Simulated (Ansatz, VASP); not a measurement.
## V (V wire along [111], 24 atoms a period) in two plane-wave programs

One calculation is typed for both programs; each brings its own data sets. How far apart do they land? Of the first pair: The structure shown is the start of the Ansatz relaxation below; VASP solves that cell, so the two are compared at the walk's first step.

Calculated with Ansatz 0.2.0; plane waves, with VASP 6.6.1 beside it; single point at PBE.

## Step 1: Starting point

The cell holds 24 atoms: 24 V. Its edges and angles: a = 17.371 Å, b = 17.786 Å, c = 2.589 Å, α = 90.0°, β = 90.0°, γ = 90.0°. Vacuum lies along a and b. The structure's axis is c.

## Step 2: Ansatz: relaxation, PBE

Ansatz runs on its PAW soft_1 files.

The two programs are compared at the cell with which this relaxation starts, whose forces are those of its first step.

File input.yaml:

```yaml
crystal:
  lattice:
    - [17.371, 0.0, 0.0]
    - [0.0, 17.786, 0.0]
    - [0.0, 0.0, 2.5894159573]
  atoms:
    - { symbol: V, position: [0.195728513, 0.465683659, 0.0] }
    - { symbol: V, position: [0.317439944, 0.671575212, 0.0] }
    - { symbol: V, position: [0.439151376, 0.465683659, 0.0] }
    - { symbol: V, position: [0.560862807, 0.671575212, 0.0] }
    - { symbol: V, position: [0.195728513, 0.602944694, 0.333333333] }
    - { symbol: V, position: [0.317439944, 0.397053141, 0.333333333] }
    - { symbol: V, position: [0.439151376, 0.191161588, 0.333333333] }
    - { symbol: V, position: [0.439151376, 0.602944694, 0.333333333] }
    - { symbol: V, position: [0.560862807, 0.397053141, 0.333333333] }
    - { symbol: V, position: [0.560862807, 0.808836247, 0.333333333] }
    - { symbol: V, position: [0.682574239, 0.602944694, 0.333333333] }
    - { symbol: V, position: [0.80428567, 0.397053141, 0.333333333] }
    - { symbol: V, position: [0.195728513, 0.328422623, 0.666666667] }
    - { symbol: V, position: [0.317439944, 0.534314176, 0.666666667] }
    - { symbol: V, position: [0.439151376, 0.328422623, 0.666666667] }
    - { symbol: V, position: [0.439151376, 0.74020573, 0.666666667] }
    - { symbol: V, position: [0.560862807, 0.534314176, 0.666666667] }
    - { symbol: V, position: [0.682574239, 0.328422623, 0.666666667] }
    - { symbol: V, position: [0.682574239, 0.74020573, 0.666666667] }
    - { symbol: V, position: [0.80428567, 0.534314176, 0.666666667] }
    - { symbol: V, position: [0.317439944, 0.259792106, 0.0] }
    - { symbol: V, position: [0.560862807, 0.259792106, 0.0] }
    - { symbol: V, position: [0.682574239, 0.465683659, 0.0] }
    - { symbol: V, position: [0.80428567, 0.671575212, 0.0] }
kpoints:
  mp_grid: { grid: [1, 1, 31] }
scf:
  occupations: { method: fermi_dirac, width: 0.05 }
hamiltonian:
  xc: pbe
  pseudopotentials: { kind: paw, azcp: { folder: soft_1 } }
relax:
  cell: { fix: [a, b, alpha, beta, gamma] }
  max_steps: 45
  f_tol: 0.03
```

Started as:

```console
$ ansatz run input.yaml --threads 4 --pin off --max-ram 16384MiB --backend cpu --events-out ev --progress --plain --runs-dir out
```

Numbers of over 12 decimals in the logs are rounded to 6 here.

The log of the run:

```text
Engine: ansatz 0.2.0, aarch64-unknown-linux-gnu
Pseudopotentials: kind: paw
Pseudopotential: V, paw, valence charge 13, recommended cutoff 420 eV (normal), soft_1/V.paw.azcp
Functional definition: PBE
  parameter kappa = 0.804
  parameter beta = 0.066725
  exchange = pbe_x(kappa = kappa, mu = beta*pi^2/3)
  correlation = pbe_c(beta = beta)
Crystal: 24 atoms, lattice volume = 800.028 Å³
Basis set: ecut = 420 eV, 15705 PW (Γ), exchange–correlation on 240×240×36 points (8 copies of the dense FFT grid, shifted against one another)
Bands: 188, of which v1, the nominal top of the filled ones, is band 156 counted from 1 (155 counted from 0)
Symmetry: 2 space group operations
Space group: P-1 (ITA 2), of the structure as read, at distance tolerance 9.3e-5 Å
k-points: 16 of 31
Non-local potential: V, projectors of the file, l = 0: 3, l = 1: 2, l = 2: 3, l = 3: 1
PAW form: soft (Blöchl's): semilocal exchange-correlation on the pseudo side does not see the compensation charge
PAW one-centre angular grid: V, 590 points (default); XC on 64 Gauss nodes
Initial density: superposition of atomic densities (neutral atoms: chi_scale 0, normalization atom)
Initial wavefunctions: pseudopotential atomic-orbital guess
Functional: x = pbe(κ = 0.804, μ = 0.219515), c = pbe(β = 0.066725)
SCF iter   1: F=—  HF=-69916.001556 eV  |F-HF|=—  |Δ(HF+E_count)|=         —  Δρ=8.60e-2  dr2=6.73e2  ethr=3.10e-3  ⟨swp⟩=11.1  Hψ=14845  notcnv=0
preconditioner: auto → LDOS  [metal: Δε(μ)=0.014 eV  Ē_g=3.405 eV  σ=0.050 eV  W_gap=0.07  n_scr=136 (ndim 8)  ℏωp=14.4 eV  f_vac=0.461  D(μ)=25.58/eV (n_scr^D=140)  β→1.0]
SCF iter   2: F=—  HF=-69955.216528 eV  |F-HF|=—  |Δ(HF+E_count)|=    3.92e1  Δρ=1.93e-1  dr2=3.08e3  ethr=3.10e-3  ⟨swp⟩=14.9  Hψ=22218  notcnv=0  defer=47  recentre
SCF iter   3: F=—  HF=-69886.507604 eV  |F-HF|=—  |Δ(HF+E_count)|=    6.87e1  Δρ=4.20e-2  dr2=1.76e2  ethr=3.10e-3  ⟨swp⟩=11.0  Hψ=15051  notcnv=0  defer=14
SCF iter   4: F=—  HF=-69881.271883 eV  |F-HF|=—  |Δ(HF+E_count)|=    5.24e0  Δρ=1.67e-2  dr2=1.08e1  ethr=3.10e-3  ⟨swp⟩=7.4  Hψ=7125  notcnv=0  defer=62
SCF iter   5: F=—  HF=-69880.659325 eV  |F-HF|=—  |Δ(HF+E_count)|=   6.13e-1  Δρ=4.53e-3  dr2=2.32e-1  ethr=3.10e-3  ⟨swp⟩=3.1  Hψ=4561  notcnv=0  defer=47
SCF iter   6: F=—  HF=-69880.641031 eV  |F-HF|=—  |Δ(HF+E_count)|=   1.83e-2  Δρ=2.14e-3  dr2=9.30e-2  ethr=7.43e-5  ⟨swp⟩=6.7  Hψ=6386  notcnv=0  defer=46
SCF iter   7: F=—  HF=-69880.641102 eV  |F-HF|=—  |Δ(HF+E_count)|=   7.04e-5  Δρ=1.66e-3  dr2=2.26e-1  ethr=2.98e-5  ⟨swp⟩=3.1  Hψ=4650  notcnv=0  defer=43  recentre
SCF iter   8: F=—  HF=-69880.638339 eV  |F-HF|=—  |Δ(HF+E_count)|=   2.76e-3  Δρ=8.84e-4  dr2=4.10e-2  ethr=2.98e-5  ⟨swp⟩=1.8  Hψ=3121  notcnv=0  defer=40
SCF iter   9: F=—  HF=-69880.638036 eV  |F-HF|=—  |Δ(HF+E_count)|=   3.03e-4  Δρ=2.49e-4  dr2=3.33e-3  ethr=1.31e-5  ⟨swp⟩=1.9  Hψ=3149  notcnv=0  defer=41
SCF iter  10: F=—  HF=-69880.637940 eV  |F-HF|=—  |Δ(HF+E_count)|=   9.60e-5  Δρ=1.15e-4  dr2=3.56e-4  ethr=1.07e-6  ⟨swp⟩=2.1  Hψ=3953  notcnv=0  defer=39
SCF iter  11: F=—  HF=-69880.637945 eV  |F-HF|=—  |Δ(HF+E_count)|=   4.96e-6  Δρ=5.86e-5  dr2=1.42e-4  ethr=1.14e-7  ⟨swp⟩=2.2  Hψ=3867  notcnv=0  defer=38
SCF iter  12: F=—  HF=-69880.637949 eV  |F-HF|=—  |Δ(HF+E_count)|=   4.13e-6  Δρ=2.26e-5  dr2=3.50e-5  ethr=4.55e-8  ⟨swp⟩=1.8  Hψ=3164  notcnv=0  defer=37
SCF iter  13: F=—  HF=-69880.638495 eV  |F-HF|=—  |Δ(HF+E_count)|=   5.46e-4  Δρ=1.19e-5  dr2=5.00e-6  ethr=1.12e-8  ⟨swp⟩=2.0  Hψ=3773  notcnv=0  defer=36
SCF iter  14: F=—  HF=-69880.638495 eV  |F-HF|=—  |Δ(HF+E_count)|=   2.79e-8  Δρ=1.92e-6  dr2=1.04e-7  ethr=1.60e-9  ⟨swp⟩=2.0  Hψ=3843  notcnv=0  defer=36
SCF iter  15: F=-69880.638495 eV  HF=-69880.638495 eV  |F-HF|=9.50e-9  |Δ(HF+E_count)|=   1.28e-8  Δρ=1.10e-6  dr2=1.49e-8  ethr=3.21e-11  ⟨swp⟩=4.9  Hψ=8831  notcnv=0
SCF 1 converged in 15 iterations: F = -69880.638495 eV  dr2 = 1.49e-8
  greatest PAW one-centre occupation: 1.000 electrons in one spin orbital (limit 2), on the V atom at site 16 (counted from 0), in its partial waves of l = 0
relax step   1: F+E_penalty+E_count = -69880.63849506 eV  Δ(F+E_penalty+E_count) = +0.000e0 eV  max|allowed force component| = 1.210e0 eV/Å  Δτ_max = 0.0000 Å  P = -4.029 GPa  Ω = 800.028 Å³  fix = [a, b, alpha, beta, gamma]  reactions: a -3.776, b -3.675 GPa; alpha -0.080, beta -0.145, gamma +0.039 GPa/rad  (15 SCF iters, dr2 threshold 1.00e-7 eV, accepted)
[...]
relax step   5: F+E_penalty+E_count = -69881.74937050 eV  Δ(F+E_penalty+E_count) = -3.664e-3 eV  max|allowed force component| = 2.639e-2 eV/Å  Δτ_max = 0.0169 Å  P = -0.039 GPa  Ω = 777.001 Å³  energy of the carried Pulay correction = +9.340e-3 eV  fix = [a, b, alpha, beta, gamma]  reactions: a -0.067, b -0.005 GPa; alpha +0.018, beta +0.028, gamma -0.011 GPa/rad  (8 SCF iters, dr2 threshold 2.44e-7 eV, accepted)
[...]
relax step   6: F+E_penalty+E_count = -69881.73955963 eV  Δ(F+E_penalty+E_count) = +9.811e-3 eV  max|allowed force component| = 2.637e-2 eV/Å  Δτ_max = 0.0000 Å  P = -0.030 GPa  Ω = 777.001 Å³  fix = [a, b, alpha, beta, gamma]  reactions: a -0.055, b +0.005 GPa; alpha +0.017, beta +0.028, gamma -0.011 GPa/rad  stress off target by 4.04e-2 GPa on what of the cell is left free  SCF on the basis re-selected at this cell (its energy is not comparable with the rows above)  (8 SCF iters)
basis re-selected at this cell: Δ(F+E_penalty+E_count) = +9.811e-3 eV, ΔP = +0.009 GPa vs the last step (what re-selecting the basis moved, of the pressure what is left beyond the Pulay correction that the steps carried, after the strain that the cell walked since its last selection, with what the two solves' SCF thresholds leave and, on support functions, any second-order correction that the steps lacked; it is no m [...]
SCF converged after 8 iterations
Free energy (F): -69881.739560 eV
Harris-Foulkes:  -69881.739560 eV  (|F-HF|=2.33e-10)
Internal energy: -69881.425216 eV  (E = F + TS)
E sigma→0 (E₀):  -69881.582388 eV
Entropy (-TS):   -0.314344 eV (-13.098 meV/atom)
Fermi energy:    4.660862 eV
--- Per-component energies (eV) ---
  E_band       = -7193.506314
  E_kinetic    = 7099.034994
  E_local      = -226116.348195  (includes V_loc(G=0)·N_el)
  E_nonlocal   = 1992.678620
  E_hartree    = 109211.384709
  E_xc         = -2749.387565
  E_vxc        = -3477.090276  (∫ρ·V_xc dr)
  E_paw        = -27024.425420  (= ΣΔE_a)
  E_vpaw       = -5114.575109  (= ΣTr[D̂ρ^β])
  E_aug_tail   = 0.024839  (compensation charges beyond the density's cutoff)
  E_ewald      = 67705.612801
  E_smearing   = -0.314344  (= −TS)
  E_closure    = 0.000000  (closes the sum)
  Σ components = -69881.739560   (vs F -69881.739560, Δ=0.00e0)
--- Forces (eV/Å), atoms counted from 1 ---
  atom   1  V      0.00132346    -0.00207082     0.00092613
  atom   2  V      0.00034621    -0.00502049    -0.00186066
  atom   3  V      0.01314021     0.00679706     0.00235782
  atom   4  V      0.00733483     0.02565135     0.00350584
  atom   5  V      0.00040959    -0.00328870     0.00642140
  atom   6  V     -0.00772662    -0.00248649     0.01425240
  atom   7  V     -0.00442067     0.00228067     0.00705297
  atom   8  V     -0.00370581     0.00696662     0.00003326
  atom   9  V      0.00370581    -0.00696662    -0.00003326
  atom  10  V      0.00442067    -0.00228067    -0.00705297
  atom  11  V      0.00772662     0.00248649    -0.01425240
  atom  12  V     -0.00040959     0.00328870    -0.00642140
  atom  13  V      0.00618912     0.00078752    -0.00106584
  atom  14  V     -0.02637435     0.00598452    -0.00293480
  atom  15  V     -0.00733483    -0.02565135    -0.00350584
  atom  16  V      0.00288228    -0.00344116     0.00158206
  atom  17  V     -0.01314021    -0.00679706    -0.00235782
  atom  18  V     -0.00034621     0.00502049     0.00186066
  atom  19  V      0.00205058    -0.00191648    -0.00048260
  atom  20  V     -0.00132346     0.00207082    -0.00092613
  atom  21  V     -0.00205058     0.00191648     0.00048260
  atom  22  V     -0.00288228     0.00344116    -0.00158206
  atom  23  V      0.02637435    -0.00598452     0.00293480
  atom  24  V     -0.00618912    -0.00078752     0.00106584
  max |Σ_I F_I| component: 4.34e-18 eV/Å
--- Stress (GPa, compression-positive) ---
       -0.054840       0.011234      -0.027983
        0.011234       0.005162      -0.017488
       -0.027983      -0.017488      -0.040381
  P = ⅓ Tr σ = -0.0300 GPa (-0.300 kbar)
--- Relaxed structure (5 steps of the walk, 5 accepted, 1 SCFs on fresh bases) ---
  F+E_penalty+E_count = -69881.73955963 eV   max|allowed force component| = 2.637e-2 eV/Å   (the final SCF, on the basis selected at the relaxed cell)
  cell:  # Å, volume = 777.0012 Å³
    - [17.371, 0, 0]
    - [0, 17.786, 0]
    - [0, 0, 2.514888]
  atoms:
    - { symbol: V, position: [0.197390, 0.465623, -0.00745074] }
    - { symbol: V, position: [0.316958, 0.669370, -0.032639] }
    - { symbol: V, position: [0.439692, 0.466032, -0.00704053] }
    - { symbol: V, position: [0.559836, 0.670946, 0.022880] }
    - { symbol: V, position: [0.202076, 0.596573, 0.277258] }
    - { symbol: V, position: [0.319341, 0.398211, 0.336176] }
    - { symbol: V, position: [0.436894, 0.199902, 0.277750] }
    - { symbol: V, position: [0.438024, 0.604776, 0.333215] }
    - { symbol: V, position: [0.561976, 0.395224, 0.333451] }
    - { symbol: V, position: [0.563106, 0.800098, 0.388916] }
    - { symbol: V, position: [0.680659, 0.601789, 0.330491] }
    - { symbol: V, position: [0.797924, 0.403427, 0.389408] }
    - { symbol: V, position: [0.204344, 0.333465, 0.708209] }
    - { symbol: V, position: [0.318348, 0.534941, 0.643247] }
    - { symbol: V, position: [0.440164, 0.329054, 0.643786] }
    - { symbol: V, position: [0.441332, 0.739405, 0.698729] }
    - { symbol: V, position: [0.560308, 0.533968, 0.673707] }
    - { symbol: V, position: [0.683042, 0.330630, 0.699306] }
    - { symbol: V, position: [0.681624, 0.738501, 0.673856] }
    - { symbol: V, position: [0.802610, 0.534377, 0.674117] }
    - { symbol: V, position: [0.318376, 0.261499, -0.00718897] }
    - { symbol: V, position: [0.558668, 0.260595, -0.032062] }
    - { symbol: V, position: [0.681652, 0.465059, 0.023420] }
    - { symbol: V, position: [0.795656, 0.666535, -0.041542] }
```

(Continued in part 2 of 3.)

[Lines on the potential files, build, host, timing and source positions are cut from VASP's logs without a mark.]

[Logs are printed without paths, hosts, clocks, repeated set-up lines and the standing remarks that a program may print on its own settings, such as how far it seeks lower states.]

[Hosts, paths, dates, database ids (printed as entryN), source tags and the programs' standing remarks are cut or masked in the printed files.]
